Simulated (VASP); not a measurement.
Output of a VASP run:

**OUTCAR**
```
 ion  position               nearest neighbor table
   1  0.328  0.669  0.246-   2 2.85   2 2.86   2 2.89   2 2.91   2 2.92   2 2.94
   2  0.672  0.331  0.754-   1 2.85   1 2.86   1 2.89   1 2.91   1 2.92   1 2.94
  LATTYP: Found a hexagonal cell.
 ALAT       =     2.9223000000
 C/A-ratio  =     1.6088902577
 Subroutine PRICEL returns:
 Original cell was already a primitive cell.
 Subroutine GETGRP returns: Found  2 space group operations
The static configuration has the point symmetry S_2 .
The dynamic configuration has the point symmetry S_2 .
 Subroutine INISYM returns: Found  2 space group operations
 Subroutine IBZKPT returns following result:
 Found    304 irreducible k-points:

 Following reciprocal coordinates:
            Coordinates               Weight
  0.000000  0.000000  0.000000      1.000000
  0.100000  0.000000  0.000000      2.000000
  0.000000  0.100000  0.000000      2.000000
 -0.100000  0.100000  0.000000      2.000000
  0.200000  0.000000  0.000000      2.000000
  0.000000  0.200000  0.000000      2.000000
 -0.200000  0.200000  0.000000      2.000000
  0.300000  0.000000  0.000000      2.000000
  0.000000  0.300000  0.000000      2.000000
 -0.300000  0.300000  0.000000      2.000000
  0.400000 -0.000000  0.000000      2.000000
  0.000000  0.400000  0.000000      2.000000
 -0.400000  0.400000  0.000000      2.000000
  0.500000  0.000000  0.000000      1.000000
  0.000000  0.500000  0.000000      1.000000
  0.500000  0.500000  0.000000      1.000000
  0.100000  0.100000  0.000000      2.000000
 -0.100000  0.200000  0.000000      2.000000
 -0.200000  0.100000  0.000000      2.000000
  0.200000  0.100000  0.000000      2.000000
 -0.100000  0.300000  0.000000      2.000000
 -0.300000  0.200000  0.000000      2.000000
 -0.200000  0.300000  0.000000      2.000000
  0.100000  0.200000  0.000000      2.000000
  0.300000 -0.100000  0.000000      2.000000
  0.300000  0.100000  0.000000      2.000000
 -0.100000  0.400000  0.000000      2.000000
 -0.400000  0.300000  0.000000      2.000000
 -0.300000  0.400000  0.000000      2.000000
  0.100000  0.300000  0.000000      2.000000
  0.400000 -0.100000  0.000000      2.000000
  0.400000  0.100000  0.000000      2.000000
 -0.100000  0.500000  0.000000      2.000000
  0.500000  0.400000  0.000000      2.000000
 -0.400000  0.500000  0.000000      2.000000
  0.100000  0.400000  0.000000      2.000000
  0.500000 -0.100000  0.000000      2.000000
  0.200000  0.200000  0.000000      2.000000
 -0.200000  0.400000  0.000000      2.000000
 -0.400000  0.200000  0.000000      2.000000
   k-points           NKPTS =    304   k-points in BZ     NKDIM =    304   number of bands    NBANDS=     15
   number of dos      NEDOS =    301   number of ions     NIONS =      2
   total plane-waves  NPLWV =   9072
   dimension x,y,z NGX =    18 NGY =   18 NGZ =   28
   dimension x,y,z NGXF=    36 NGYF=   36 NGZF=   56
   ions per type =               2
   PREC   = accura    normal or accurate (medium, high low for compatibility)
   ISTART =      0    job   : 0-new  1-cont  2-samecut
   ICHARG =      2    charge: 1-file 2-atom 10-const
   ISPIN  =      1    spin polarized calculation?
   LNONCOLLINEAR =      F non collinear calculations
   LSORBIT =      F    spin-orbit coupling
   INIWAV =      1    electr: 0-lowe 1-rand  2-diag
   ENCUT  =  300.0 eV  22.05 Ry    4.70 a.u.   4.13  4.13  6.64*2*pi/ulx,y,z
   NELM   =    100;   NELMIN=  2; NELMDL= -5     # of ELM steps
   EDIFF  = 0.1E-05   stopping-criterion for ELM
   LREAL  =      F    real-space projection
   NLSPLINE    = F    spline interpolate recip. space projectors
   LMAXMIX     =    4 max onsite mixed and CHGCAR
   VOSKOWN=      0    Vosko Wilk Nusair interpolation
   EDIFFG = 0.1E-04   stopping-criterion for IOM
   NSW    =      0    number of steps for IOM
   NBLOCK =      1;   KBLOCK =      1    inner block; outer block
...
```

OSZICAR:
```
       N       E                     dE             d eps       ncg     rms          rms(c)
DAV:   1     0.806617275734E+02    0.80662E+02   -0.87435E+03  9351   0.943E+02
DAV:   2    -0.641740442647E+01   -0.87079E+02   -0.84049E+02  9820   0.228E+02
DAV:   3    -0.725054031277E+01   -0.83314E+00   -0.83217E+00 10863   0.270E+01
DAV:   4    -0.725256051701E+01   -0.20202E-02   -0.20201E-02 10828   0.122E+00
DAV:   5    -0.725257683286E+01   -0.16316E-04   -0.16315E-04 11220   0.112E-01    0.747E+00
DAV:   6    -0.661543374857E+01    0.63714E+00   -0.20474E+00  9253   0.161E+01    0.465E+00
DAV:   7    -0.659796979482E+01    0.17464E-01   -0.15378E-02 10499   0.104E+00    0.265E+00
DAV:   8    -0.659041414169E+01    0.75557E-02   -0.76418E-04 10541   0.268E-01    0.100E-01
DAV:   9    -0.659042973481E+01   -0.15593E-04   -0.19497E-05 11318   0.325E-02    0.159E-02
DAV:  10    -0.659043549851E+01   -0.57637E-05   -0.23936E-06  9208   0.157E-02    0.908E-03
DAV:  11    -0.659043537504E+01    0.12346E-06   -0.12595E-07  6289   0.318E-03
   1 F= -.65904354E+01 E0= -.65896904E+01  d E =-.149005E-02
```

File OUTCAR:
```
------------------------ aborting loop because EDIFF is reached ----------------------------------------
  FORCE on cell =-STRESS in cart. coord.  units (eV):
  Direction    XX          YY          ZZ          XY          YZ          ZX
  --------------------------------------------------------------------------------------
  Total       -1.0033647     -0.9770135     -0.7484815      0.0583492     -0.0036295      0.0137034
  in kB      -46.2314979    -45.0173292    -34.4873807      2.6885263     -0.1672325      0.6314056
  external PRESSURE =     -41.9120693 kB  Pullay stress =       0.0000000 kB
  volume of cell :       34.77
      direct lattice vectors                 reciprocal lattice vectors
     2.922300000  0.000000000  0.000000000     0.342196215  0.197567080  0.000000000
    -1.461150000  2.530786000  0.000000000     0.000000000  0.395134160  0.000000000
     0.000000000  0.000000000  4.701660000     0.000000000  0.000000000  0.212690837
 POSITION                                       TOTAL-FORCE (eV/Angst)
 -----------------------------------------------------------------------------------
     -0.01893      1.69294      1.15797         0.031387     -0.007054      0.188268
      1.48008      0.83785      3.54369        -0.031387      0.007054     -0.188268
 -----------------------------------------------------------------------------------
    total drift:                                0.000000      0.000000      0.000000
  FREE ENERGIE OF THE ION-ELECTRON SYSTEM (eV)
  ---------------------------------------------------
  free  energy   TOTEN  =        -6.5904353750 eV

  energy  without entropy=       -6.5889453286  energy(sigma->0) =       -6.58969035
```
(Selected blocks of OUTCAR.)

### POSCAR
```
Ag
1
    2.9223000000     0.0000000000     0.0000000000
   -1.4611500000     2.5307860000     0.0000000000
    0.0000000000     0.0000000000     4.7016600000
Ag
2
Direct
  0.3279910000   0.6689370000   0.2462900000
  0.6720090000   0.3310630000   0.7537100000
```

Write an INCAR and KPOINTS that could have produced this output.

Several could match; the one computed here: the input of the run itself, PBEsol GGA, plane waves, VASP's PBE PAW potentials (set 64).

File KPOINTS:
```
K-points
0
G
 10 10 6
0 0 0
```

INCAR:
```
# general
SYSTEM =Ag
PREC   =Accurate
ENCUT  =300   # plane-wave cut-off (eV)
LREAL  =.FALSE.   # projection in real space or not
LASPH  =.TRUE.

# electronic loop
EDIFF  =1E-6   # SCF stop (eV)
NELM   =100
ALGO   =Normal   # blocked Davidson
LMAXMIX=4

# smearing
ISMEAR =0   # Gaussian
SIGMA  =0.05   # width (eV)

# functional
GGA    =PS   # PBEsol

# ions
ISIF   =2   # forces and stress, cell fixed

# output
LWAVE  =.FALSE.
LCHARG =.FALSE.
```

POTCAR, in this order: Ag (PBE.64 set). Program: vasp_std.

At this cut-off the stress carries a Pulay error, which pulls relaxed volumes low.

The structure comes from a computed database's Ag entry (P6_3/mmc); how it stands against other phases isn't given here. The cell was not relaxed at this level, atoms are displaced from their ideal sites.
